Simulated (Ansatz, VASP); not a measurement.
# CrCoOs2: VASP beside Ansatz, part 2 of 2

Aim: how closely do two programs agree when they are given the same cell, functional and k mesh? The cell is invented: As first built, before any earlier steps moved the atoms (in the runner's words): it takes the CrCoPt2 structure with some of its atoms replaced by other elements, volume scaled by an estimate. It may not be a known or stable phase. The cell is taken from a series of VASP runs on this material, whose earlier steps may have relaxed, scaled or displaced it; both programs get it as it stands.

VASP 6.6.1 and Ansatz 0.2.0.

So far: The starting structure; VASP: single point, PBE, DFT+U.

In doubt: warnings of the run leave room for a lower electronic state, so energies may not be the lowest and differences between runs may mislead.

## Step 3: Ansatz: single point, PBE, DFT+U

Level of this step: Ansatz beside VASP: Kohn-Sham DFT, plane waves, PBE, DFT+U (Ansatz).

Ansatz runs on its default PAW (the set named soft_2) files.

The same cell, functional, mesh and smearing now go to Ansatz, which takes its cutoff from its data sets.

input.yaml

```yaml
crystal:
  lattice:
    - [3.79409382, 0.0, 0.0]
    - [0.0, 3.79409382, 0.0]
    - [0.0, 0.0, 3.9792518847]
  atoms:
    - { symbol: Os, position: [0.0, 0.5, 0.5] }
    - { symbol: Os, position: [0.5, 0.0, 0.5] }
    - { symbol: Co, position: [0.5, 0.5, 0.0], spin: 2.0 }
    - { symbol: Cr, position: [0.0, 0.0, 0.0], spin: 3.0 }
hamiltonian:
  xc: pbe
  pseudopotentials: { kind: paw }
  hubbard:
    sites:
      - { species: Co, l: d, u_eff: 6.0 }
      - { species: Cr, l: d, u_eff: 5.0 }
magnetization:
  spin_polarized: true
kpoints:
  mp_grid: { grid: [6, 6, 5] }
scf:
  occupations: { method: gaussian, width: 0.05 }
  n_extra_bands: 9
output:
  forces: true
  stress: true
  eigenvalues: true
```

The run is started by

```bash
$ ansatz run input.yaml --threads 2 --pin off --max-ram 4608MiB --backend cpu --events-out ev --progress --plain --runs-dir out
```

Numbers of over 12 decimals in the logs are rounded to 6 here.

What it wrote:

```text
Os: projections on atomic orbitals take those of the free atom [Kr 4d10 4f14] 5s2 5p6 5d6 6s2, of charge +0.00 (hamiltonian.pseudopotentials.projection_atoms); the dataset's partial waves leave at most 7.8e-5 of an orbital's norm unspanned inside its sphere
Co: projections on atomic orbitals take those of the free atom [Ne] 3s2 3p6 3d7 4s2, of charge +0.00 (hamiltonian.pseudopotentials.projection_atoms); the dataset's partial waves leave at most 1.4e-6 of an orbital's norm unspanned inside its sphere
Cr: projections on atomic orbitals take those of the free atom [Ne] 3s2 3p6 3d5 4s1, of charge +0.00 (hamiltonian.pseudopotentials.projection_atoms); the dataset's partial waves leave at most 7.0e-7 of an orbital's norm unspanned inside its sphere
scf.n_extra_bands = 9 over 32 filled bands (N_el = 63.0): the run solves 41 bands
Engine: ansatz 0.2.0, aarch64-unknown-linux-gnu
Pseudopotentials: kind: paw
Pseudopotential: Os, paw, valence charge 16, recommended cutoff 420 eV (normal), Os.paw.azcp
Pseudopotential: Co, paw, valence charge 17, recommended cutoff 420 eV (normal), Co.paw.azcp
Pseudopotential: Cr, paw, valence charge 14, recommended cutoff 420 eV (normal), Cr.paw.azcp
Functional definition: PBE
  parameter kappa = 0.804
  parameter beta = 0.066725
  exchange = pbe_x(kappa = kappa, mu = beta*pi^2/3)
  correlation = pbe_c(beta = beta)
Crystal: 4 atoms, lattice volume = 57.282 Å³
Basis set: ecut = 420 eV, 1117 PW (Γ), exchange–correlation on 54×54×54 points (8 copies of the dense FFT grid, shifted against one another)
Bands: 41, of which v1, the nominal top of the filled ones, is band 32 counted from 1 (31 counted from 0)
Symmetry: 16 space group operations
Space group: P4/mmm (ITA 123), of the structure as read, at distance tolerance 3.9e-5 Å
Magnetic group: BNS 123.339 (UNI 999), of the structure as read, at distance tolerance 3.9e-5 Å
k-points: 30 of 180
Non-local potential: Os, projectors of the file, l = 0: 3, l = 1: 2, l = 2: 2, l = 3: 1
Non-local potential: Co, projectors of the file, l = 0: 3, l = 1: 2, l = 2: 3, l = 3: 1
Non-local potential: Cr, projectors of the file, l = 0: 3, l = 1: 2, l = 2: 3, l = 3: 1
PAW form: soft (Blöchl's): semilocal exchange-correlation on the pseudo side does not see the compensation charge
PAW one-centre angular grid: Os, 590 points (default); XC on 64 Gauss nodes
PAW one-centre angular grid: Co, 590 points (default); XC on 64 Gauss nodes
PAW one-centre angular grid: Cr, 590 points (default); XC on 64 Gauss nodes
Initial density: superposition of atomic densities (chi_scale 0.1, normalization cell)
Starting moments: Σ|m| = 5 μB on 2 of 4 sites
Initial wavefunctions: pseudopotential atomic-orbital guess
Functional: x = pbe(κ = 0.804, μ = 0.219515), c = pbe(β = 0.066725)
SCF iter   1: F=—  HF=-31267.609840 eV  |F-HF|=—  |Δ(HF+E_count)|=         —  Δρ=2.00e-1 (↑2.00e-1 ↓1.87e-1)  dr2=7.02e1  dr2_m=6.36e0  M=1.845 μB ∫|m|=2.596 μB  β_m=0.30  ethr=3.10e-3  ⟨swp⟩=5.2  Hψ=7679  notcnv=0  defer=1
preconditioner: auto → Kerker (q_TF=auto, 2.772 Å⁻¹)  [metal: Δε(μ)=0.016 eV  Ē_g=7.321 eV  σ=0.050 eV  W_gap=0.18  n_scr=18 (ndim 8)  ℏωp=27.3 eV  f_vac=0.000  D(μ)=7.01/eV (n_scr^D=92)]
spin=Collinear: Kerker preconditioning applied to the charge; magnetization (m = ρ↑ − ρ↓) channel mixes plain (no charge-response kernel on spin).
SCF iter   2: F=—  HF=-31264.879934 eV  |F-HF|=—  |Δ(HF+E_count)|=    2.73e0  Δρ=1.90e-1 (↑1.10e-1 ↓1.90e-1)  dr2=2.82e1  dr2_m=3.43e0  M=5.325 μB ∫|m|=6.805 μB  β_m=1.00  ethr=3.10e-3  ⟨swp⟩=3.5  Hψ=5900  notcnv=0  defer=121
SCF iter   3: F=—  HF=-31263.003381 eV  |F-HF|=—  |Δ(HF+E_count)|=    1.88e0  Δρ=8.25e-2 (↑4.86e-2 ↓8.25e-2)  dr2=3.90e0  dr2_m=1.75e0  M=4.199 μB ∫|m|=6.115 μB  β_m=0.30  ethr=3.10e-3  ⟨swp⟩=2.7  Hψ=5278  notcnv=0  defer=122
SCF iter   4: F=—  HF=-31263.378955 eV  |F-HF|=—  |Δ(HF+E_count)|=   3.76e-1  Δρ=3.54e-2 (↑3.54e-2 ↓3.24e-2)  dr2=6.39e-1  dr2_m=4.37e-1  M=4.347 μB ∫|m|=6.433 μB  β_m=0.30  ethr=3.10e-3  ⟨swp⟩=2.1  Hψ=3121  notcnv=0  defer=126
SCF iter   5: F=—  HF=-31263.728551 eV  |F-HF|=—  |Δ(HF+E_count)|=   3.50e-1  Δρ=3.47e-2 (↑2.29e-2 ↓3.47e-2)  dr2=1.87e0  dr2_m=7.79e-2  M=4.644 μB ∫|m|=6.833 μB  β_m=1.00  ethr=1.01e-3  ⟨swp⟩=2.5  Hψ=4312  notcnv=0  defer=134
SCF iter   6: F=—  HF=-31263.953863 eV  |F-HF|=—  |Δ(HF+E_count)|=   2.25e-1  Δρ=1.59e-2 (↑1.59e-2 ↓1.29e-2)  dr2=1.63e-1  dr2_m=6.12e-2  M=4.647 μB ∫|m|=7.129 μB  β_m=0.30  ethr=1.01e-3  ⟨swp⟩=2.2  Hψ=3671  notcnv=0  defer=130
SCF iter   7: F=—  HF=-31264.256608 eV  |F-HF|=—  |Δ(HF+E_count)|=   3.03e-1  Δρ=1.64e-2 (↑1.64e-2 ↓1.52e-2)  dr2=1.78e-1  dr2_m=8.35e-2  M=4.600 μB ∫|m|=7.144 μB  β_m=0.30  ethr=2.59e-4  ⟨swp⟩=2.0  Hψ=3596  notcnv=0  defer=140
SCF iter   8: F=—  HF=-31264.506831 eV  |F-HF|=—  |Δ(HF+E_count)|=   2.50e-1  Δρ=1.16e-2 (↑5.81e-3 ↓1.16e-2)  dr2=2.88e-2  dr2_m=3.46e-2  M=4.703 μB ∫|m|=7.228 μB  β_m=1.00  ethr=2.59e-4  ⟨swp⟩=2.2  Hψ=3621  notcnv=0  defer=157
SCF iter   9: F=—  HF=-31264.745936 eV  |F-HF|=—  |Δ(HF+E_count)|=   2.39e-1  Δρ=6.88e-3 (↑3.14e-3 ↓6.88e-3)  dr2=5.48e-2  dr2_m=3.80e-3  M=4.718 μB ∫|m|=7.311 μB  β_m=1.00  ethr=4.57e-5  ⟨swp⟩=2.1  Hψ=4680  notcnv=0  defer=161
[...]
SCF iter  18: F=—  HF=-31265.448620 eV  |F-HF|=—  |Δ(HF+E_count)|=   4.40e-5  Δρ=2.54e-4 (↑1.19e-4 ↓2.54e-4)  dr2=6.22e-5  dr2_m=9.13e-6  M=4.553 μB ∫|m|=7.589 μB  β_m=0.91  ethr=3.83e-7  ⟨swp⟩=1.2  Hψ=2388  notcnv=0  defer=151
SCF iter  19: F=—  HF=-31265.448621 eV  |F-HF|=—  |Δ(HF+E_count)|=   1.46e-6  Δρ=3.81e-5 (↑3.58e-5 ↓3.81e-5)  dr2=1.47e-6  dr2_m=1.81e-7  M=4.552 μB ∫|m|=7.592 μB  β_m=0.95  ethr=9.88e-8  ⟨swp⟩=2.0  Hψ=3102  notcnv=0  defer=151
SCF iter  20: F=—  HF=-31265.448621 eV  |F-HF|=—  |Δ(HF+E_count)|=   1.31e-7  Δρ=1.68e-5 (↑1.68e-5 ↓1.41e-5)  dr2=2.71e-7  dr2_m=1.60e-8  M=4.552 μB ∫|m|=7.591 μB  β_m=0.98  ethr=2.33e-9  ⟨swp⟩=2.2  Hψ=3301  notcnv=0  defer=151
SCF iter  21: F=-31265.448621 eV  HF=-31265.448621 eV  |F-HF|=5.17e-8  |Δ(HF+E_count)|=   3.81e-8  Δρ=7.61e-6 (↑4.81e-6 ↓7.61e-6)  dr2=6.54e-8  dr2_m=1.80e-9  M=4.552 μB ∫|m|=7.591 μB  ethr=1.59e-10  ⟨swp⟩=9.6  Hψ=9292  notcnv=0
SCF 1 converged in 21 iterations: F = -31265.448621 eV  dr2 = 6.54e-8
  greatest PAW one-centre occupation: 1.003 electrons in one spin orbital (limit 2), on the Co atom at site 2 (counted from 0), in its partial waves of l = 1
Symmetry: 8 space group operations
k-points: 33 of 180
Initial density: read from a saved state, or passed on in memory by an earlier SCF of this step, an earlier step, the calling program or the single point that the run made first
Starting moments: Σ|m| = 5 μB on 2 of 4 sites; this step starts from the density that it was given
Initial wavefunctions: those read from a saved state, or passed on in memory by an earlier step or the calling program
iter 1 solved again at ethr=1.04e-10 eV; its pass at ethr=1.59e-6 eV (dr2=6.54e-8 eV) is discarded
SCF iter   1: F=—  HF=-31265.448621 eV  |F-HF|=—  |Δ(HF+E_count)|=         —  Δρ=7.61e-6 (↑4.81e-6 ↓7.61e-6)  dr2=6.54e-8  dr2_m=1.80e-9  M=4.552 μB ∫|m|=7.591 μB  ethr=1.04e-10  ⟨swp⟩=1.0  Hψ=11456  notcnv=0
preconditioner: auto → Kerker (q_TF=auto, 2.772 Å⁻¹)  [metal: Δε(μ)=0.022 eV  Ē_g=7.433 eV  σ=0.050 eV  W_gap=0.24  n_scr=18 (ndim 8)  ℏωp=27.3 eV  f_vac=0.000  D(μ)=3.54/eV (n_scr^D=32)]
spin=Collinear: Kerker preconditioning applied to the charge; magnetization (m = ρ↑ − ρ↓) channel mixes plain (no charge-response kernel on spin).
SCF iter   2: F=—  HF=-31265.448621 eV  |F-HF|=—  |Δ(HF+E_count)|=  1.16e-10  Δρ=7.85e-6 (↑7.85e-6 ↓7.73e-6)  dr2=8.27e-8  dr2_m=4.68e-9  M=4.552 μB ∫|m|=7.590 μB  ethr=1.59e-10  ⟨swp⟩=1.0  Hψ=7788  notcnv=0
SCF iter   3: F=-31265.448621 eV  HF=-31265.448621 eV  |F-HF|=1.45e-9  |Δ(HF+E_count)|=   6.60e-9  Δρ=1.16e-6 (↑7.68e-7 ↓1.16e-6)  dr2=2.05e-9  dr2_m=1.07e-10  M=4.552 μB ∫|m|=7.590 μB  ethr=1.59e-10  ⟨swp⟩=1.0  Hψ=5676  notcnv=0
an SCF along what the orbitals of the run's state read of its open shells (or to have them read: on a GPU, or by another smearing), with 8 of the crystal's symmetry operations given up (33 k-points in place of 30), reached no lower state that the run goes on to. This is no proof of a minimum
WARN: an SCF from ferrimagnetic starting moments (0.00, 0.00, -2.00, 3.79 Bohr magnetons, atom by atom) was not made, by what the run has read of turns of its moments that order reads lower: the deck asks for what bars it, or types moments that do (magnetization.spin_polarized, in the input reference, names some of the keys), or the run goes by scf.lower_state_search: light, the default, which as a rule tries one only behind a close that has lost an order of both signs, or on which an open d or half-filled 4f shell of a PAW file has lost a moment that was set nearer to Hund's than to what is left; [rest of the remark cut]
SCF converged after 21 iterations
Magnetization: 4.5524 μB (33.7762 up, 29.2238 down)
Absolute magnetization: 7.5903 μB (∫|ρ↑−ρ↓|, with the PAW one-centre terms)
Spin contamination: 1.4694 ħ² per cell (⟨S²⟩ above its minimum at these occupations)
Per-site moments (μB) at R_I (Å): [(-0.689038, 1.106667), (-0.689038, 1.106667), (1.967463, 1.106667), (3.685340, 1.106667)]
Free energy (F): -31265.448621 eV
Harris-Foulkes:  -31265.448621 eV  (|F-HF|=5.17e-8)
Internal energy: -31265.444198 eV  (E = F + TS)
E sigma→0 (E₀):  -31265.446410 eV
Entropy (-TS):   -0.004423 eV (-1.106 meV/atom)
Fermi energy:    19.808217 eV
--- Per-component energies (eV) ---
  E_band       = -677.629535
  E_kinetic    = 1917.967719
  E_local      = -6283.476196  (includes V_loc(G=0)·N_el)
  E_nonlocal   = 546.860202
  E_hartree    = 2639.110913
  E_xc         = -827.804978
  E_vxc        = -945.476970  (∫ρ·V_xc dr)
  E_hubbard    = 3.446089  (on-site DFT+U / exact-exchange correction)
  E_vhub       = -28.507331  (the Hubbard potential's part of the band-sum identity)
  E_paw        = -20744.651366  (= ΣΔE_a)
  E_vpaw       = -1163.203330  (= ΣTr[D̂ρ^β])
  E_aug_tail   = 0.000324  (compensation charges beyond the density's cutoff)
  E_ewald      = -8516.896904
  E_smearing   = -0.004423  (= −TS)
  E_closure    = 0.000000  (closes the sum)
  Σ components = -31265.448621   (vs F -31265.448621, Δ=0.00e0)
--- Forces (eV/Å), atoms counted from 1 ---
  atom   1  Os     0.00000000    -0.00000000     0.00000000
  atom   2  Os     0.00000000    -0.00000000    -0.00000000
  atom   3  Co     0.00000000    -0.00000000    -0.00000000
  atom   4  Cr    -0.00000000     0.00000000     0.00000000
  max |Σ_I F_I| component: 2.36e-28 eV/Å
--- Stress (GPa, compression-positive) ---
        5.015793      -0.000000      -0.000000
       -0.000000       5.015793      -0.000000
       -0.000000      -0.000000       7.498407
  P = ⅓ Tr σ = 5.8433 GPa (58.433 kbar)
--- Band table (eV; the first three rows and the last of 60) ---
  k-point 0 ↑: bands = [... 28 lower, 18.0604, 18.8807, 20.0609, 20.0609, 21.0570, 21.1616, 21.5072, 21.5072, ... 5 higher]
  k-point 1 ↑: bands = [... 28 lower, 18.0225, 18.3857, 18.6422, 18.6422, 19.8259, 20.7406, 20.8878, 20.8878, ... 5 higher]
  k-point 2 ↑: bands = [... 28 lower, 17.3510, 17.3884, 17.3884, 17.9708, 18.2393, 20.0496, 20.2005, 20.2005, ... 5 higher]
  k-point 29 ↓: bands = [... 28 lower, 19.6822, 19.6854, 20.0488, 21.1239, 21.1239, 22.4633, 23.8380, 24.6534, ... 5 higher]
Occupation matrices written to <dir>
```

The job ended after 27 s (2 threads of Arm Neoverse V1, shared host; peak memory 0.77 GiB; 53 s of CPU time).

In the SCF lines HF is the Harris–Foulkes energy and dr2 the Hartree energy of the density residual, in eV; the loop may stop once dr2 is under the threshold and the program's other checks hold. Hψ counts applications of the Hamiltonian.

The run ends at a pressure of 5.84 GPa.

## Step 4: Differences

Known differences besides the potentials themselves: U acts on the PAW sphere in VASP and on atomic orbitals in Ansatz, so only states and trends compare; the data sets hold 63 valence electrons in Ansatz (default PAW (the set named soft_2) files) and 31 in VASP; the cutoff is 420 eV in Ansatz and 350 eV in VASP; site moments are counted in spheres of each program's own size. Total energies have different zeros and are not compared.

The two programs side by side:

| quantity | Ansatz | VASP | difference |
| --- | --- | --- | --- |
| pressure (GPa) | 5.84 | -0.15 | +6.00 |
| pressure without Ansatz's Pulay correction (GPa) | 5.75 | -0.15 | +5.90 |
| total moment (μB) | 4.55 | 4.64 | -0.09 |
| moment on Cr4 (μB) | 3.69 | 3.88 | -0.20 |
| moment on Co3 (μB) | 1.97 | 2.06 | -0.09 |
| moment on Os1 (μB) | -0.69 | -0.69 | +0.01 |
| moment on Os2 (μB) | -0.69 | -0.69 | +0.01 |

Ansatz's pressure holds a Pulay correction of 0.09 GPa; VASP's holds none.

## Step 5: Results

| Item | Value |
| --- | --- |
| difference in total moment (single point, PBE, DFT+U) | -0.092 μB |
| difference in pressure (single point, PBE, DFT+U) | 6.0 GPa |

**Reading.** The difference in pressure is 6.0 GPa (single point, PBE, DFT+U). How closely two codes agree says nothing of how well the functional describes the real material.

[Lines on the potential files, build, host, timing and source positions are cut from VASP's logs without a mark.]

[Logs are printed without paths, hosts, clocks, repeated set-up lines and the standing remarks that a program may print on its own settings, such as how far it seeks lower states.]

[Hosts, paths, dates, database ids (printed as entryN), source tags and the programs' standing remarks are cut or masked in the printed files.]
